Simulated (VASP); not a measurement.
Here is the system:

```yaml
crystal:
  lattice:
    - [0.00000, 2.19020, 2.19020]
    - [2.19020, 0.00000, 2.19020]
    - [2.19020, 2.19020, 0.00000]
  atoms:
    - { symbol: Al, position: [0.00000, 0.00000, 0.00000] }
    - { symbol: N, position: [0.25000, 0.25000, 0.25000] }
```

These are RPBE GGA, VASP's PBE PAW potentials (set 64) (plane waves; VASP) values and carry that method's errors. Numerical set-up: 520 eV cut-off, 10×10×10 Γ-centred mesh, Gaussian smearing of 0.050 eV, potentials Al N.

Question: Predict the energy per atom (σ→0), pressure, band gap (on the k-mesh) with the smallest direct gap where there is one.

Answer: 
| Item | Value |
|---|---|
| band gap (on the k-mesh) | 3.36 eV |
| smallest direct gap (on the k-mesh) | 4.16 eV |
| energy per atom (σ→0) | -7.061 eV/atom |
| pressure | 60.4 kbar |

The absolute energy has meaning only against runs of the same code, potentials and settings.

The compound is AlN in the zinc blende structure, a metastable form; wurtzite is the usual one. This cell is one point of a volume scan, at 0.97 of the reference volume.
